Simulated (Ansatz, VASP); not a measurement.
# Cross-check of TiC between VASP and Ansatz, part 2 of 2

Wanted: the spread between two codes on one cell, functional and k mesh. The cell is taken from a series of runs on this material, whose earlier steps may have relaxed, scaled, displaced or heated it; both programs get it as it stands.

VASP 6.6.1 and Ansatz 0.2.0.

So far: The starting structure; VASP: zone-centre phonons, PBEsol.

## Step 3: Ansatz: zone-centre phonons, PBEsol

Level of this step: Ansatz beside VASP: Kohn-Sham DFT, plane waves, PBEsol (Ansatz).

Ansatz runs on its PAW soft_1 files.

The same cell, functional, mesh and smearing now go to Ansatz, which takes its cutoff from its data sets.

File input.yaml:

```yaml
crystal:
  lattice:
    - [0.0232920261, 2.14827091, 2.14827091]
    - [2.14827091, 0.0232920261, 2.14827091]
    - [2.14827091, 2.14827091, 0.0232920261]
  atoms:
    - { symbol: C, position: [0.5, 0.5, 0.5] }
    - { symbol: Ti, position: [0.0, 0.0, 0.0] }
kpoints:
  mp_grid: { grid: [16, 16, 16] }
hamiltonian:
  xc: pbesol
  pseudopotentials: { kind: paw, azcp: { folder: soft_1 }, xc_functional: pbe }
scf:
  occupations: { method: methfessel_paxton, width: 0.2 }
output:
  eigenvalues: true
phonons:
  method: dfpt
```

The run is started by

```
ansatz run input.yaml --threads 4 --pin off --max-ram 10240MiB --backend cpu --events-out ev --progress --plain --runs-dir out
```

Numbers of over 12 decimals in the logs are rounded to 6 here.

Log:

```text
Engine: ansatz 0.2.0, x86_64-unknown-linux-gnu
Pseudopotentials: kind: paw
Pseudopotential: C, paw, valence charge 4, recommended cutoff 420 eV (normal), soft_1/C.paw.azcp
Pseudopotential: Ti, paw, valence charge 12, recommended cutoff 420 eV (normal), soft_1/Ti.paw.azcp
Functional definition: PBEsol
  exchange = pbesol_x
  correlation = pbesol_c
Crystal: 2 atoms, lattice volume = 19.506 Å³
Basis set: ecut = 420 eV, 357 PW (Γ), exchange–correlation on 48×48×48 points (8 copies of the dense FFT grid, shifted against one another)
Bands: 12, of which v1, the nominal top of the filled ones, is band 8 counted from 1 (7 counted from 0)
Symmetry: 12 space group operations
k-points: 1098 of 4096 (irreducible under 2 space group operations, time reversal used)
Non-local potential: C, projectors of the file, l = 0: 2, l = 1: 2, l = 2: 1
Non-local potential: Ti, projectors of the file, l = 0: 3, l = 1: 2, l = 2: 3, l = 3: 1
PAW form: soft (Blöchl's): semilocal exchange-correlation on the pseudo side does not see the compensation charge
PAW frozen core: C, regenerated for the run's functional, and the local potential with it (the file was generated under x = pbe(κ = 0.804, μ = 0.219515), c = pbe(β = 0.066725))
PAW frozen core: Ti, regenerated for the run's functional, and the local potential with it (the file was generated under x = pbe(κ = 0.804, μ = 0.219515), c = pbe(β = 0.066725))
PAW one-centre angular grid: C, 110 points (default); XC on 64 Gauss nodes
PAW one-centre angular grid: Ti, 590 points (default); XC on 64 Gauss nodes
Initial density: superposition of atomic densities (chi_scale 0.1, normalization cell, long waves kept (reshape's long-wave potential 0.00 eV rms))
Initial wavefunctions: pseudopotential atomic-orbital guess
Functional: x = pbesol(κ = 0.804, μ = 0.123457), c = pbesol(β = 0.046)
SCF iter   1: F=—  HF=-2723.416995 eV  |F-HF|=—  |Δ(HF+E_count)|=         —  Δρ=1.40e-1  dr2=4.90e0  ethr=3.10e-3  ⟨swp⟩=4.2  Hψ=63003  notcnv=0
preconditioner: auto → none  [metal: Δε(μ)=0.027 eV  Ē_g=20.468 eV  σ=0.200 eV  W_gap=0.11  n_scr=8 (ndim 8)  ℏωp=31.5 eV  f_vac=0.000  D(μ)=0.21/eV (n_scr^D=0)  sad-step TF]
SCF iter   2: F=—  HF=-2722.922046 eV  |F-HF|=—  |Δ(HF+E_count)|=   4.95e-1  S|Δr|=    0.00e0  Δρ=9.85e-2  dr2=2.48e0  ethr=3.10e-3  ⟨swp⟩=2.0  Hψ=26257  notcnv=0
SCF iter   3: F=—  HF=-2722.420642 eV  |F-HF|=—  |Δ(HF+E_count)|=   5.01e-1  S|Δr|=    0.00e0  Δρ=8.29e-3  dr2=7.43e-3  ethr=3.10e-3  ⟨swp⟩=2.8  Hψ=26587  notcnv=0
SCF iter   4: F=—  HF=-2722.417698 eV  |F-HF|=—  |Δ(HF+E_count)|=   2.94e-3  S|Δr|=    0.00e0  Δρ=1.40e-3  dr2=1.60e-4  ethr=4.65e-5  ⟨swp⟩=2.0  Hψ=31226  notcnv=0
SCF iter   5: F=—  HF=-2722.417858 eV  |F-HF|=—  |Δ(HF+E_count)|=   1.60e-4  S|Δr|=    0.00e0  Δρ=3.71e-4  dr2=1.85e-5  ethr=9.98e-7  ⟨swp⟩=2.0  Hψ=17580  notcnv=0
SCF iter   6: F=—  HF=-2722.417858 eV  |F-HF|=—  |Δ(HF+E_count)|=   8.53e-7  S|Δr|=    0.00e0  Δρ=3.36e-5  dr2=1.92e-7  ethr=1.16e-7  ⟨swp⟩=2.1  Hψ=20848  notcnv=0
SCF iter   7: F=—  HF=-2722.417858 eV  |F-HF|=—  |Δ(HF+E_count)|=   7.20e-7  S|Δr|=    0.00e0  Δρ=2.26e-6  dr2=6.40e-10  ethr=1.20e-9  ⟨swp⟩=3.0  Hψ=21790  notcnv=0
SCF iter   8: F=—  HF=-2722.417858 eV  |F-HF|=—  |Δ(HF+E_count)|=  2.10e-10  S|Δr|=    0.00e0  Δρ=1.02e-6  dr2=2.09e-10  ethr=4.00e-12  ⟨swp⟩=2.0  Hψ=17178  notcnv=0
SCF iter   9: F=-2722.417858 eV  HF=-2722.417858 eV  |F-HF|=1.82e-12  |Δ(HF+E_count)|=  6.73e-11  S|Δr|=    0.00e0  Δρ=8.01e-8  dr2=1.47e-12  ethr=1.00e-12  ⟨swp⟩=3.5  Hψ=56793  notcnv=0
the search or the solves at the SCF's close seem to have found levels that the self-consistency loop had missed (the run counts 2). By its estimate they hold under 1e-12 electrons; where the run keeps them, the occupations were computed again with them
SCF 1 converged in 9 iterations: F = -2722.417858 eV  dr2 = 1.47e-12
  greatest PAW one-centre occupation: 0.998 electrons in one spin orbital (limit 2), on the Ti atom at site 1 (counted from 0), in its partial waves of l = 0
DFPT response loops at Γ: preconditioner auto → Kerker (q_TF=auto, 2.640 Å⁻¹) (partly filled bands, converged f_vac=0.000); β = 1.00, the filter's whole step (`scf.mixing.beta` (0.50) is not read by the response loops under this deck's `scf.mixing.preconditioner`; to damp them name `kerker` or `kerker_dos`, under which they read `scf.mixing.beta`, and type it under 1.00, their step now; both keys bind the ground state too); Broyden in place of MSR1
SCF converged after 9 iterations
Stability not checked: this state was not tested for a lower state beside it, because cold or Methfessel-Paxton smearing, or corrected tetrahedra, fill the levels in a way that the test cannot read (fill_not_monotonic; see scf.lower_state_search)
Free energy (F): -2722.417858 eV
Harris-Foulkes:  -2722.417858 eV  (|F-HF|=1.82e-12)
Internal energy: -2722.417685 eV  (E = F + TS)
E sigma→0 (E₀):  -2722.417815 eV
Entropy (-TS):   -0.000173 eV (-0.087 meV/atom)
Fermi energy:    15.215344 eV
--- Per-component energies (eV) ---
  E_band       = -100.877775
  E_kinetic    = 368.076231
  E_local      = -805.105860  (includes V_loc(G=0)·N_el)
  E_nonlocal   = 84.669528
  E_hartree    = 318.411622
  E_xc         = -164.015830
  E_vxc        = -205.564046  (∫ρ·V_xc dr)
  E_paw        = -1112.335898  (= ΣΔE_a)
  E_vpaw       = -179.776846  (= ΣTr[D̂ρ^β])
  E_aug_tail   = -0.000065  (compensation charges beyond the density's cutoff)
  E_ewald      = -1412.277898
  E_core_change = 0.160485  (= ΣΔE_core)
  E_smearing   = -0.000173  (= −TS)
  E_closure    = -0.000000  (closes the sum)
  Σ components = -2722.417858   (vs F -2722.417858, Δ=0.00e0)
--- Band table (eV; the first three rows and the last of 1098) ---
  k-point 0: bands = [... 4 lower, 2.6640, 15.7898, 15.9542, 15.9542, 16.8851, 17.0276, 17.0276, 17.0492]
  k-point 1: bands = [... 4 lower, 2.7585, 15.4800, 15.6181, 15.7715, 16.2388, 16.2978, 17.2510, 18.0464]
  k-point 2: bands = [... 4 lower, 3.0357, 14.5837, 14.8374, 14.9725, 16.2908, 16.3828, 17.5907, 19.1752]
  k-point 1097: bands = [... 4 lower, 6.2960, 9.1534, 12.2844, 12.2844, 18.2702, 18.2702, 19.5000, 23.7570]
--- Phonons (Γ-DFPT): 2 representative perturbations + reference, on 1098 of 4096 k-points (Σ response iterations 6) ---
  k mesh reduced under 2 symmetry operations, with k and −k counted as one. Each operation leaves every solved perturbation unchanged. A smaller set is not used because it would not reduce the number of displacements times k-points to solve
  ASR residual: 3.931e-5 → 0.000e0 eV/Å²; symmetrization residual: 1.425e-7 eV/Å²
  ASR residual per site (eV/Å²): 7.93e-6 3.93e-5
  Γ frequencies (cm⁻¹): 0.00 0.00 0.00 549.53 549.53 571.83
  non-analytic LO–TO correction: not included (Born effective charges unavailable; polar crystals: no LO–TO splitting at Γ)
```

Reading the cycles: dr2 is the Hartree energy of the density residual (eV), the measure of convergence; HF is the Harris–Foulkes estimate of the energy, which meets the free energy F at convergence.

## Step 4: Side by side

Known differences besides the potentials themselves: the cutoff is 420 eV in Ansatz and 600 eV in VASP; Ansatz makes its cores anew for this functional, VASP keeps those of its PBE data sets. Total energies have different zeros and are not compared.

Both answers:

```tsv
quantity	Ansatz	VASP	difference
optical mode 1 to 2 (cm⁻¹)	549.5	550.2	-0.12 %
optical mode 3 (cm⁻¹)	571.8	572.6	-0.13 %
```

Modes are paired by rising frequency, not by their patterns, so a pair may set unlike modes beside each other; they are those without the splitting of longitudinal modes.

## Step 5: Results

```json
{
  "r.m.s. difference of the optical zone-centre modes, each program's sorted by frequency (zone-centre phonons, PBEsol)": "0.69 cm⁻¹"
}
```

The r.m.s. difference of the optical zone-centre modes, each program's sorted by frequency is 0.69 cm⁻¹ (zone-centre phonons, PBEsol). How closely two codes agree says nothing of how well the functional describes the real material.

[Lines on the potential files, build, host, timing and source positions are cut from VASP's logs without a mark.]

[Logs are printed without paths, hosts, clocks, repeated set-up lines and the standing remarks that a program may print on its own settings, such as how far it seeks lower states.]

[Hosts, paths, dates, database ids (printed as entryN), source tags and the programs' standing remarks are cut or masked in the printed files.]
